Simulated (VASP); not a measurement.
A convergence study with VASP on Ni (fcc): a few settings are varied, all else stays as given below, so the limit is that of these other settings. The cell's lengths are 1 % over those of the tabulated start, so it is off equilibrium.

```yaml
crystal:
  lattice:
    - [0.00000, 1.77760, 1.77760]
    - [1.77760, 0.00000, 1.77760]
    - [1.77760, 1.77760, 0.00000]
  atoms:
    - { symbol: Ni, position: [0.00000, 0.00000, 0.00000], spin: 0.8 }
```

Level of theory: PBEsol GGA, VASP's PBE PAW potentials (set 64) (plane waves; VASP). The last row used: 900 eV cut-off, 15×15×15 Γ-centred mesh, first-order Methfessel-Paxton smearing of 0.10 eV, potentials Ni_pv.

Energies of different potentials or hybrids have different zeros.

| setting | E (eV/atom) | pressure (GPa) | moment (μB) | plane waves |
|---|---|---|---|---|
| ENCUT = 300, POTCAR Ni | -6.1039 | -15.21 | 0.660 | 141 |
| ENCUT = 400, POTCAR Ni | -6.0947 | -15.37 | 0.658 | 212 |
| ENCUT = 520, POTCAR Ni | -6.0935 | -14.78 | 0.658 | 318 |
| ENCUT = 700, POTCAR Ni | (withheld) | (withheld) | 0.658 | 495 |
| ENCUT = 900, POTCAR Ni | -6.0932 | -14.80 | 0.658 | 701 |
| ENCUT = 300, POTCAR Ni_pv | -5.6849 | -175.38 | 0.646 | 141 |
| ENCUT = 400, POTCAR Ni_pv | -6.1235 | -17.10 | 0.668 | 212 |
| ENCUT = 520, POTCAR Ni_pv | -6.1193 | -17.13 | 0.667 | 318 |
| ENCUT = 700, POTCAR Ni_pv | -6.1175 | -14.71 | 0.667 | 495 |
| ENCUT = 900, POTCAR Ni_pv | (withheld) | (withheld) | 0.667 | 701 |

Some entries are withheld; supply them.

- ENCUT = 700, POTCAR Ni, E (eV/atom): -6.0933
- ENCUT = 700, POTCAR Ni, pressure (GPa): -14.81
- ENCUT = 900, POTCAR Ni_pv, E (eV/atom): -6.1173
- ENCUT = 900, POTCAR Ni_pv, pressure (GPa): -14.82

Left out are rungs that failed or repeat a setting and relaxations that didn't move; long series are thinned to 24 rows.

The compound is Ni in the fcc structure. The cell was not relaxed at this level. The spin order is the one that the start imposed; others were not tried in this run.
